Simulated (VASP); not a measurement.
Input of a VASP 6.6.1 run:

File INCAR:

```
  PREC = Accurate
  ENCUT = 520
  EDIFF = 1E-7
  ISMEAR = -1
  SIGMA = 0.05
  LREAL = F
  LASPH = T
  NELM = 100
  ALGO = Normal
  ISIF = 2
  LWAVE = F
  LCHARG = T
  GGA = PE
  LELF = T
  LVHAR = T
  NBANDS = 22
```

The input KPOINTS:

```
regular mesh
0
Gamma
  9 9 9
```

POSCAR

```
LaPd2
1.0
   -2.0038740000      2.0038740000      4.4717310000
    2.0038740000     -2.0038740000      4.4717310000
    2.0038740000      2.0038740000     -4.4717310000
La Pd
1 2
Direct
   -0.0003410000     -0.0037040000     -0.0126550000
    0.2460660000      0.7417620000      0.4973310000
    0.7563820000      0.2533290000      0.5079630000
```

Potentials or basis: VASP PAW PBE potentials, release 64 (La, Pd).

Launch:

```sh
$ cat potpaw_PBE.64/La/POTCAR potpaw_PBE.64/Pd/POTCAR > POTCAR
$ mpirun -np 1 vasp_std > vasp.out
```

What does it give for the pressure?

-0.4 GPa.

Predict the band gap on the k mesh.

none (metal or under the smearing width).

Forces in eV/Å, atoms in the order of the input:
```
La   0.049  0.053 -0.195
Pd   0.073  0.060  0.159
Pd  -0.123 -0.114  0.036
```

The run has no spin-orbit coupling, so splittings on La are missing.
